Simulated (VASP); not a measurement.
Method: PBE GGA, VASP's PBE PAW potentials (set 64) (plane waves; VASP 6.6.1).

A VASP calculation is set up with these files.

### INCAR
```
SYSTEM = BaZrO3
ENCUT = 520
NEDOS = 1001   ! DOS grid
GGA = PE   ! PBE
LREAL = .False.
CSHIFT = 0.1
LWAVE = .False.
LASPH = .True.
PREC = Accurate
ISMEAR = 0
NELM = 100   ! most electronic steps
SIGMA = 0.01   ! width (eV)
ALGO = Normal
LMAXMIX = 4
EDIFF = 1E-7   ! SCF stop (eV)
NBANDS = 72
LCHARG = .False.
LOPTICS = .True.
```

POSCAR:
```
BaZrO3
1.0
  4.2365739830   0.0000000000   0.0000000000
  0.0000000000   4.2365739830   0.0000000000
  0.0000000000   0.0000000000   4.2365739830
Ba Zr O
1 1 3
direct
  0.0000000000   0.0000000000   0.0000000000
  0.5000000000   0.5000000000   0.5000000000
  0.5000000000   0.0000000000   0.5000000000
  0.0000000000   0.5000000000   0.5000000000
  0.5000000000   0.5000000000   0.0000000000
```

File KPOINTS:
```
Automatic mesh
0
Gamma
7 7 7
0 0 0
```

POTCAR, in this order: Ba_sv Zr_sv O (PBE.64 set). Program: vasp_std.

**Question.** What will the output report for the number of irreducible k-points (NKPTS), largest plane-wave count, number of space-group operations, FFT grid (NGX, NGY, NGZ)?

**Answer.** 
```
Property                                      Result
--------------------------------------  ------------
number of irreducible k-points (NKPTS)            20
largest plane-wave count                        2103
number of space-group operations                  48
FFT grid (NGX, NGY, NGZ)                32 × 32 × 32
```

The compound is BaZrO3 in the cubic perovskite structure. It was relaxed first.
